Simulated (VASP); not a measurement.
Crystal: Zr2ZnN2.

```
CELL_PARAMETERS angstrom
6.14459 0.00000 0.00000
0.00000 6.14459 0.00000
0.00000 0.00000 3.67267
ATOMIC_POSITIONS crystal
Zr 0.37700 0.87700 0.00000
Zr 0.12300 0.37700 0.00000
Zr 0.62300 0.12300 0.00000
Zr 0.87700 0.62300 0.00000
Zn 0.00000 0.00000 0.00000
Zn 0.50000 0.50000 0.00000
N 0.17477 0.67477 0.50000
N 0.32523 0.17477 0.50000
N 0.82523 0.32523 0.50000
N 0.67477 0.82523 0.50000
```

The cell was built by a generator and needn't be a form met in nature.

```yaml
Program: VASP 6.6.1
Task: relaxation of cell and atoms
Functional: PBE
Potentials_or_basis: VASP PAW PBE potentials, release 64 (Zr_sv, Zn, N)
Cutoff: 520 eV
k_mesh: 3 × 3 × 4
Occupations: gaussian, width 0.15 eV
Spin: no spin polarisation
```

At the start: pressure 10.0 GPa; volume 13.87 Å³/atom.

Q: Where does the relaxation end?

A: Over 13 steps the energy falls by 1203.6 meV/atom and the volume is 13.28 Å³/atom (-4.2 %); space group P4/mbm (No. 127, to 0.05 Å).

The path:
```
step  energy change (eV)  largest force (eV/Å)  pressure (GPa)  volume (Å³)
   1              0.0000                8.0281           10.00       138.67
   2             -9.3177                1.5076           -7.00       150.06
   3            -10.6846                0.8970          -10.25       148.39
   4            -10.6877                0.9025          -10.23       148.25
   5            -10.6788                0.9054          -10.25       148.12
   6            -11.0780                1.7779            7.88       130.44
   7            -11.2002                1.4972            1.51       135.75
   8            -11.6429                1.1235            2.24       132.50
   9            -11.8924                0.3032            6.88       127.65
  10            -11.9391                0.1891           -5.15       137.67
  11            -12.0316                0.1788           -0.18       132.97
  12            -12.0318                0.1785           -0.12       132.86
  13            -12.0364                0.0439            0.20       132.82
```

Final structure:
```cif
data_structure
_symmetry_space_group_name_H-M 'P 1'
_symmetry_Int_Tables_number 1
_cell_length_a 6.6793
_cell_length_b 6.6793
_cell_length_c 2.9772
_cell_angle_alpha 90.000
_cell_angle_beta 90.000
_cell_angle_gamma 90.000
_cell_volume 132.82
loop_
_atom_site_label
_atom_site_type_symbol
_atom_site_fract_x
_atom_site_fract_y
_atom_site_fract_z
_atom_site_occupancy
Zr1 Zr 0.34921 0.84921 0.00000 1
Zr2 Zr 0.15079 0.34921 0.00000 1
Zr3 Zr 0.65079 0.15079 0.00000 1
Zr4 Zr 0.84921 0.65079 0.00000 1
Zn1 Zn 0.00000 0.00000 0.00000 1
Zn2 Zn 0.50000 0.50000 0.00000 1
N1 N 0.14484 0.64484 0.50000 1
N2 N 0.35516 0.14484 0.50000 1
N3 N 0.85516 0.35516 0.50000 1
N4 N 0.64484 0.85516 0.50000 1
```

Caveat: the k mesh is coarse (spacing up to 0.43 Å⁻¹), so the values aren't converged; the relaxation stopped at a loose force limit of 0.08 eV/Å, so its end isn't a converged minimum.
